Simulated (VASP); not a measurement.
Data:

```xyz
2
Lattice="0.0000 3.3164 3.3164 3.3164 0.0000 3.3164 3.3164 3.3164 0.0000" Properties=species:S:1:pos:R:3 pbc="T T T"
In     0.0000     0.0000     0.0000
Sb     1.6582     1.6582     1.6582
```

Level of theory: PBE GGA, VASP's PBE PAW potentials (set 64) (plane waves; VASP). Run with 400 eV cut-off, 9×9×9 Γ-centred mesh, first-order Methfessel-Paxton smearing of 0.10 eV, potentials In_d Sb.

Unless said otherwise, spin-orbit coupling is left out, though it shifts the bands of the heavy elements here.

Predict the energy per atom (σ→0), band gap (on the k-mesh) with the smallest direct gap where there is one.

The band gap (on the k-mesh) is none (metal, semimetal or under 0.01 eV) and the energy per atom (σ→0) comes out as -3.476 eV/atom.

The compound is InSb in the zinc blende structure. It was relaxed first, which changed the volume by +7 %. The start is the result of an earlier pass.
